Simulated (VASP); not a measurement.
Consider the following.

```
CELL_PARAMETERS angstrom
      2.78342     0.00000     0.00000
      0.00000     2.78342     0.00000
      0.00000     0.00000     2.78342
ATOMIC_POSITIONS crystal
  Cl 0.00000 0.00000 0.00000
```

All values below come from PBEsol GGA, VASP's PBE PAW potentials (set 64) (plane waves; VASP). Numerical set-up: 400 eV cut-off, 15×15×15 Γ-centred mesh, tetrahedra with Blöchl corrections, potentials Cl.

Q: Tabulate the total density of states (states/eV per cell) against energy (eV; zero at the valence-band maximum or, without a gap, the Fermi level).

A: 
```
E (eV) | DOS (states/eV)
    -9.98 |  0.00
    -9.74 |  0.00
    -9.50 |  0.00
    -9.26 |  0.00
    -9.02 |  0.00
    -8.90 |  0.00
    -8.66 |  0.00
    -8.42 |  0.00
    -8.18 |  0.00
    -7.94 |  0.00
    -7.70 |  0.00
    -7.46 |  0.00
    -7.22 |  0.00
    -6.98 |  0.00
    -6.74 |  0.00
    -6.62 |  0.00
    -6.38 |  0.00
    -6.14 |  0.00
    -5.90 |  0.00
    -5.66 | ## 0.09
    -5.42 | ####### 0.29
    -5.18 | ########## 0.45
    -4.94 | ############## 0.58
    -4.70 | ################## 0.76
    -4.46 | ########################## 1.10
    -4.34 | ############################## 1.28
    -4.10 | ############################# 1.24
    -3.86 | ############################# 1.24
    -3.62 | ############################ 1.21
    -3.38 | ############################ 1.20
    -3.14 | ####################### 0.99
    -2.90 | ##################### 0.92
    -2.66 | #################### 0.85
    -2.42 | ################### 0.82
    -2.18 | ################### 0.82
    -2.06 | ################## 0.77
    -1.82 | ################### 0.82
    -1.58 | ################## 0.77
    -1.34 | ################### 0.83
    -1.10 | #################### 0.87
    -0.86 | ################### 0.82
    -0.62 | #################### 0.86
    -0.38 | ######################## 1.03
    -0.14 | ############################ 1.18
     0.10 | ############################# 1.24
     0.22 | ############################## 1.28
     0.46 | ############################ 1.21
     0.70 | ################# 0.71
     0.94 | ######### 0.40
     1.18 | # 0.04
     1.42 |  0.00
     1.66 |  0.00
     1.90 |  0.00
     2.14 |  0.00
     2.38 |  0.00
     2.50 |  0.00
     2.74 |  0.00
     2.98 |  0.00
     3.22 |  0.00
     3.46 |  0.00
```
Within 2 eV below the Fermi level the largest weight inside VASP's projection spheres is Cl p.

The structure was generated: Cl was put into the simple-cubic type (Pm-3m), which need not be its known phase. It was relaxed first, which changed the volume by -10 %.
